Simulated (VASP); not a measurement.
OSZICAR of a VASP run on TaSi₂ (space group P6_222):

**OSZICAR**
```
       N       E                     dE             d eps       ncg     rms          rms(c)
DAV:   1     0.214932276794E+03    0.21493E+03   -0.25704E+04  1656   0.134E+03
DAV:   2    -0.197177211521E+03   -0.41211E+03   -0.40583E+03  1926   0.361E+02
DAV:   3    -0.214820342025E+03   -0.17643E+02   -0.17323E+02  2054   0.658E+01
DAV:   4    -0.215152734852E+03   -0.33239E+00   -0.33077E+00  2048   0.912E+00
DAV:   5    -0.215158681908E+03   -0.59471E-02   -0.59354E-02  2074   0.119E+00    0.341E+01
DAV:   6    -0.204697636756E+03    0.10461E+02   -0.73984E+00  2084   0.188E+01    0.156E+01
DAV:   7    -0.199948884647E+03    0.47488E+01   -0.21376E+00  1924   0.833E+00    0.391E+00
DAV:   8    -0.202391021240E+03   -0.24421E+01   -0.19683E+00  1898   0.766E+00    0.188E+00
DAV:   9    -0.202420574900E+03   -0.29554E-01   -0.18407E-01  1928   0.254E+00    0.371E-01
DAV:  10    -0.202419194468E+03    0.13804E-02   -0.18047E-02  2112   0.739E-01    0.269E-01
DAV:  11    -0.202420742410E+03   -0.15479E-02   -0.62051E-03  1936   0.555E-01    0.736E-02
DAV:  12    -0.202420163583E+03    0.57883E-03   -0.30579E-03  1952   0.336E-01    0.411E-02
DAV:  13    -0.202420253839E+03   -0.90257E-04   -0.24349E-04  1960   0.120E-01    0.278E-02
DAV:  14    -0.202420221110E+03    0.32729E-04   -0.10739E-04  1992   0.779E-02    0.161E-02
DAV:  15    -0.202420271311E+03   -0.50200E-04   -0.39438E-05  1968   0.449E-02    0.547E-03
DAV:  16    -0.202420270346E+03    0.96512E-06   -0.91096E-06  1784   0.208E-02
   1 F= -.20242027E+03 E0= -.20241994E+03  d E =-.202420E+03
       N       E                     dE             d eps       ncg     rms          rms(c)
DAV:   1    -0.202487267193E+03   -0.66996E-01   -0.27179E+00  1832   0.132E+01    0.260E+00
DAV:   2    -0.202425990785E+03    0.61276E-01   -0.19879E-01  1838   0.287E+00    0.934E-01
DAV:   3    -0.202417961061E+03    0.80297E-02   -0.33199E-02  2216   0.115E+00    0.255E-01
DAV:   4    -0.202413767081E+03    0.41940E-02   -0.22447E-02  2006   0.664E-01    0.129E-01
DAV:   5    -0.202415488741E+03   -0.17217E-02   -0.15354E-02  1972   0.681E-01    0.118E-01
DAV:   6    -0.202416527843E+03   -0.10391E-02   -0.34532E-03  1900   0.309E-01    0.525E-02
DAV:   7    -0.202416649507E+03   -0.12166E-03   -0.21982E-04  1876   0.993E-02    0.135E-02
DAV:   8    -0.202416670970E+03   -0.21463E-04   -0.66262E-05  1904   0.556E-02    0.610E-03
DAV:   9    -0.202416690727E+03   -0.19757E-04   -0.17523E-05  1904   0.284E-02    0.257E-03
DAV:  10    -0.202416691624E+03   -0.89680E-06   -0.12335E-06  1132   0.760E-03
   2 F= -.20241669E+03 E0= -.20241663E+03  d E =0.357872E-02
       N       E                     dE             d eps       ncg     rms          rms(c)
DAV:   1    -0.202448052821E+03   -0.31362E-01   -0.85841E-01  1808   0.737E+00    0.147E+00
DAV:   2    -0.202428818227E+03    0.19235E-01   -0.59819E-02  1790   0.160E+00    0.536E-01
DAV:   3    -0.202426040891E+03    0.27773E-02   -0.11605E-02  2192   0.678E-01    0.149E-01
DAV:   4    -0.202424813312E+03    0.12276E-02   -0.78279E-03  2014   0.386E-01    0.807E-02
DAV:   5    -0.202425237610E+03   -0.42430E-03   -0.51557E-03  1960   0.389E-01    0.704E-02
DAV:   6    -0.202425582401E+03   -0.34479E-03   -0.10510E-03  1902   0.171E-01    0.294E-02
DAV:   7    -0.202425599880E+03   -0.17479E-04   -0.73626E-05  1866   0.581E-02    0.755E-03
DAV:   8    -0.202425623334E+03   -0.23454E-04   -0.27895E-05  1916   0.356E-02    0.344E-03
DAV:   9    -0.202425627123E+03   -0.37886E-05   -0.62643E-06  1668   0.173E-02    0.138E-03
DAV:  10    -0.202425627090E+03    0.32707E-07   -0.48742E-07   952   0.553E-03
   3 F= -.20242563E+03 E0= -.20242538E+03  d E =-.535674E-02
       N       E                     dE             d eps       ncg     rms          rms(c)
DAV:   1    -0.202427544961E+03   -0.19178E-02   -0.89871E-02  1788   0.172E+00    0.229E-01
DAV:   2    -0.202426346166E+03    0.11988E-02   -0.23542E-03  2088   0.308E-01    0.115E-01
DAV:   3    -0.202426187123E+03    0.15904E-03   -0.80651E-04  2062   0.198E-01    0.437E-02
DAV:   4    -0.202426199768E+03   -0.12645E-04   -0.19200E-04  2016   0.822E-02    0.252E-02
DAV:   5    -0.202426214931E+03   -0.15163E-04   -0.10666E-04  1900   0.656E-02    0.165E-02
DAV:   6    -0.202426236311E+03   -0.21379E-04   -0.31826E-05  1858   0.336E-02    0.157E-03
DAV:   7    -0.202426242711E+03   -0.63998E-05   -0.17051E-06  1196   0.866E-03    0.135E-03
DAV:   8    -0.202426240864E+03    0.18470E-05   -0.21409E-07   936   0.307E-03    0.110E-03
DAV:   9    -0.202426240356E+03    0.50786E-06   -0.10934E-07   930   0.206E-03
   4 F= -.20242624E+03 E0= -.20242623E+03  d E =-.613266E-03
       N       E                     dE             d eps       ncg     rms          rms(c)
DAV:   1    -0.202426318968E+03   -0.78104E-04   -0.30301E-03  1778   0.315E-01    0.421E-02
DAV:   2    -0.202426282880E+03    0.36088E-04   -0.80954E-05  2080   0.574E-02    0.211E-02
DAV:   3    -0.202426269404E+03    0.13476E-04   -0.27433E-05  2044   0.366E-02    0.800E-03
DAV:   4    -0.202426274433E+03   -0.50294E-05   -0.64130E-06  1968   0.151E-02    0.463E-03
DAV:   5    -0.202426270147E+03    0.42859E-05   -0.33781E-06  1510   0.119E-02    0.297E-03
DAV:   6    -0.202426274688E+03   -0.45409E-05   -0.10622E-06   922   0.595E-03    0.401E-04
DAV:   7    -0.202426273548E+03    0.11408E-05   -0.78056E-08   912   0.178E-03    0.193E-04
DAV:   8    -0.202426273856E+03   -0.30806E-06   -0.13776E-08   888   0.663E-04
   5 F= -.20242627E+03 E0= -.20242621E+03  d E =-.646766E-03
       N       E                     dE             d eps       ncg     rms          rms(c)
DAV:   1    -0.202426379665E+03   -0.10612E-03   -0.35152E-03  1764   0.301E-01    0.428E-02
DAV:   2    -0.202426387469E+03   -0.78041E-05   -0.14877E-04  2038   0.650E-02    0.167E-02
DAV:   3    -0.202426386550E+03    0.91939E-06   -0.76760E-06  1832   0.176E-02
   6 F= -.20242639E+03 E0= -.20242636E+03  d E =-.112694E-03
```

Problem. Which electronic solver shows in the log?

Solution. It is blocked Davidson (ALGO = Normal, or the opening steps of other solvers). The INCAR had ALGO = Normal.

Problem. Can the final energy be trusted as converged?

Solution. Self-consistency was reached. It stopped with EDIFF = 1E-6, NELM = 100, NSW = 60 and EDIFFG = -0.02 after 6 ionic steps (r2SCAN meta-GGA, plane waves, VASP's PBE PAW potentials (set 64)).

The structure comes from a computed database's TaSi2 entry (P6_222); how it stands against other phases isn't given here. This run relaxes it. Symmetry was kept, so distortions that lower it aren't found. The start is the result of an earlier pass. The electron count is odd and the run is not spin-polarised, which forces a metal.
